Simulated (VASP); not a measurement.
CsFe2C2:

```
Cs Fe C
1.0
     0.00000    3.78118    0.00000
     3.78118    0.00000    0.00000
     1.89059    1.89059   -6.55801
Cs Fe C
1 2 2
Direct
  0.00000 0.00000 0.00000
  0.75000 0.25000 0.50000
  0.25000 0.75000 0.50000
  0.33620 0.33620 0.32760
  0.66380 0.66380 0.67240
```

The cell was built by a generator and needn't be a form met in nature.

Base run:

```yaml
Program: VASP 6.6.1
Functional: PBE
Potentials_or_basis: VASP PAW PBE potentials, release 64 (Cs_sv, Fe, C)
Cutoff: 520 eV
k_mesh: 5 × 5 × 5
Occupations: fermi-dirac, width 0.1 eV
Spin: no spin polarisation
```

Its results: band gap on the k mesh none (metal or under the smearing width); pressure -21.5 GPa; largest force 4.605 eV/Å.

Task: The run is repeated on the same cell with these changes: occupations from fermi-dirac, width 0.1 eV to tetrahedron; further incar settings from ALGO = Normal; EDIFF = 1e-06; NBANDS = 24 to ALGO = Fast; EDIFF = 1e-07; NBANDS = 24. What comes out?

Result: Band gap on the k mesh none (metal or under the smearing width); pressure -21.9 GPa; largest force 4.831 eV/Å.

Caveats: so large a pressure means that the cell lies far from this level's equilibrium, or that cutoff or potentials fall short; forces of over 1 eV/Å show positions far from the minimum, so gaps and moduli don't describe the material at rest.

Not every run made on this cell is shown here.
